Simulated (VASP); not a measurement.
These are AM05 GGA, VASP's PBE PAW potentials (set 64) (plane waves; VASP) values and carry that method's errors.

VASP ran on this input.

File POSCAR:
```
Nb
1
   -1.6335769061     1.6335769061     1.6335769061
    1.6335769061    -1.6335769061     1.6335769061
    1.6335769061     1.6335769061    -1.6335769061
Nb
1
Direct
  0.0000000000   0.0000000000   0.0000000000
```

**INCAR**
```
ENCUT  =  520
ISIF  =  2
LCHARG  =  F
SYSTEM  =  Nb
ALGO  =  Normal
GGA  =  AM
SIGMA  =  0.1   # width (eV)
EDIFF  =  1E-7   # SCF stop (eV)
LMAXMIX  =  4   # l cut-off of mixed one-centre charges
LASPH  =  T   # aspherical one-centre terms
NELM  =  100
ISMEAR  =  1   # Methfessel-Paxton
LWAVE  =  F
PREC  =  Accurate
LREAL  =  F
```

File KPOINTS:
```
Automatic mesh
0
Gamma
16 16 16
0 0 0
```

POTCAR, in this order: Nb_sv (PBE.64 set). Program: vasp_std.

Output

**OUTCAR**
```
 ion  position               nearest neighbor table
   1  0.000  0.000  0.000-
  LATTYP: Found a body centered cubic cell.
 ALAT       =     3.2671538122
 Subroutine PRICEL returns:
 Original cell was already a primitive cell.
 Subroutine GETGRP returns: Found 48 space group operations
The static configuration has the point symmetry O_h .
The dynamic configuration has the point symmetry O_h .
 Subroutine INISYM returns: Found 48 space group operations
 Subroutine IBZKPT returns following result:
 Found    145 irreducible k-points:

 Following reciprocal coordinates:
            Coordinates               Weight
  0.000000  0.000000  0.000000      1.000000
  0.062500  0.000000  0.000000     12.000000
  0.125000  0.000000  0.000000     12.000000
  0.187500  0.000000  0.000000     12.000000
  0.250000  0.000000  0.000000     12.000000
  0.312500  0.000000  0.000000     12.000000
  0.375000  0.000000  0.000000     12.000000
  0.437500  0.000000  0.000000     12.000000
  0.500000  0.000000  0.000000      6.000000
  0.062500  0.062500  0.000000     24.000000
...
```

**OSZICAR**
```
       N       E                     dE             d eps       ncg     rms          rms(c)
DAV:   1     0.115057608820E+03    0.11506E+03   -0.75671E+03  2924   0.130E+03
DAV:   2    -0.562673929990E+01   -0.12068E+03   -0.11788E+03  3098   0.449E+02
DAV:   3    -0.108619966092E+02   -0.52353E+01   -0.49692E+01  4326   0.772E+01
DAV:   4    -0.111519163806E+02   -0.28992E+00   -0.28523E+00  4012   0.166E+01
DAV:   5    -0.111635025807E+02   -0.11586E-01   -0.11576E-01  4334   0.271E+00    0.748E+00
DAV:   6    -0.107578591775E+02    0.40564E+00   -0.78661E-01  4496   0.119E+01    0.264E+00
DAV:   7    -0.107070557122E+02    0.50803E-01   -0.24352E-01  4532   0.652E+00    0.972E-01
DAV:   8    -0.107114860771E+02   -0.44304E-02   -0.13749E-02  3316   0.182E+00    0.493E-02
DAV:   9    -0.107115503224E+02   -0.64245E-04   -0.11393E-03  5136   0.384E-01    0.467E-02
DAV:  10    -0.107115716742E+02   -0.21352E-04   -0.20548E-05  3444   0.694E-02    0.202E-02
DAV:  11    -0.107115713011E+02    0.37311E-06   -0.99637E-06  3294   0.633E-02    0.326E-03
DAV:  12    -0.107115713301E+02   -0.29045E-07   -0.10035E-06  4602   0.991E-03    0.109E-03
DAV:  13    -0.107115713412E+02   -0.11061E-07   -0.33123E-08  1792   0.351E-03
   1 F= -.10711571E+02 E0= -.10711418E+02  d E =-.458772E-03
```

**OUTCAR**
```
------------------------ aborting loop because EDIFF is reached ----------------------------------------
  FORCE on cell =-STRESS in cart. coord.  units (eV):
  Direction    XX          YY          ZZ          XY          YZ          ZX
  --------------------------------------------------------------------------------------
  Total       -0.0423344     -0.0423344     -0.0423344      0.0000000      0.0000000      0.0000000
  in kB       -3.8897774     -3.8897774     -3.8897774      0.0000000      0.0000000      0.0000000
  external PRESSURE =      -3.8897774 kB  Pullay stress =       0.0000000 kB
  volume of cell :       17.44
      direct lattice vectors                 reciprocal lattice vectors
    -1.633576906  1.633576906  1.633576906     0.000000000  0.306076805  0.306076805
     1.633576906 -1.633576906  1.633576906     0.306076805  0.000000000  0.306076805
     1.633576906  1.633576906 -1.633576906     0.306076805  0.306076805  0.000000000
 POSITION                                       TOTAL-FORCE (eV/Angst)
 -----------------------------------------------------------------------------------
      0.00000      0.00000      0.00000         0.000000     -0.000000     -0.000000
 -----------------------------------------------------------------------------------
    total drift:                               -0.000000      0.000000      0.000000
  FREE ENERGIE OF THE ION-ELECTRON SYSTEM (eV)
  ---------------------------------------------------
  free  energy   TOTEN  =       -10.7115713412 eV

  energy  without entropy=      -10.7111125687  energy(sigma->0) =      -10.71141842
```
(Selected blocks of OUTCAR.)

The compound is Nb in the bcc structure. It was relaxed first.
